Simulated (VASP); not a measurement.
Input for VASP

File KPOINTS:
```
Automatic mesh
0
Gamma
14 14 8
0 0 0
```

**POSCAR**
```
Os
1
    1.3820705377    -2.3938160253     0.0000000000
    1.3820705377     2.3938160253    -0.0000000000
   -0.0000000000    -0.0000000000     4.3545879748
Os
2
Direct
  0.3333330000   0.6666670000   0.2500000000
  0.6666670000   0.3333330000   0.7500000000
```

### INCAR
```
! general
SYSTEM   =  Os
PREC     =  Accurate
ENCUT    =  520
LREAL    =  .FALSE.
LASPH    =  .TRUE.

! electronic loop
EDIFF    =  1E-6
NELM     =  100
ALGO     =  Normal
LMAXMIX  =  6

! smearing
ISMEAR   =  1
SIGMA    =  0.1

! functional
GGA      =  RP

! ions
IBRION   =  2
NSW      =  60
ISIF     =  3
EDIFFG   =  -0.01

! output
LWAVE    =  .FALSE.
LCHARG   =  .FALSE.
```

POTCAR, in this order: Os (PBE.64 set). Program: vasp_std.

**Question.** Translate this RPBE calculation to Quantum ESPRESSO's pw.x.

**Answer.** One equivalent input (not run):
```
&CONTROL
  calculation = 'vc-relax'
  pseudo_dir = './pseudo'
  outdir = './out'
  tprnfor = .true.
  tstress = .true.
  nstep = 60
  forc_conv_thr = 0.00039
/
&SYSTEM
  ibrav = 0
  nat = 2
  ntyp = 1
  ecutwfc = 74
  occupations = 'smearing'
  smearing = 'methfessel-paxton'
  degauss = 0.00735
  input_dft = 'rpbe'
/
&ELECTRONS
  conv_thr = 7.3e-08
  electron_maxstep = 100
/
&IONS
/
&CELL
/
ATOMIC_SPECIES
  Os 190.230 Os.upf
CELL_PARAMETERS angstrom
     1.3820705   -2.3938160    0.0000000
     1.3820705    2.3938160   -0.0000000
    -0.0000000   -0.0000000    4.3545880
ATOMIC_POSITIONS crystal
  Os   0.3333330  0.6666670  0.2500000
  Os   0.6666670  0.3333330  0.7500000
K_POINTS automatic
  14 14 8 0 0 0
```
What does not carry over: the potentials are each code's own (VASP's PAW set, PseudoDojo norm-conserving files in pw.x), so ENCUT and ecutwfc are chosen apart and not converted; conv_thr bounds pw.x's estimated SCF error, while EDIFF bounds the energy change between steps; forc_conv_thr acts on force components and is met together with etot_conv_thr.

The compound is Os in the hcp structure. It was relaxed first. The start is the result of an earlier pass.
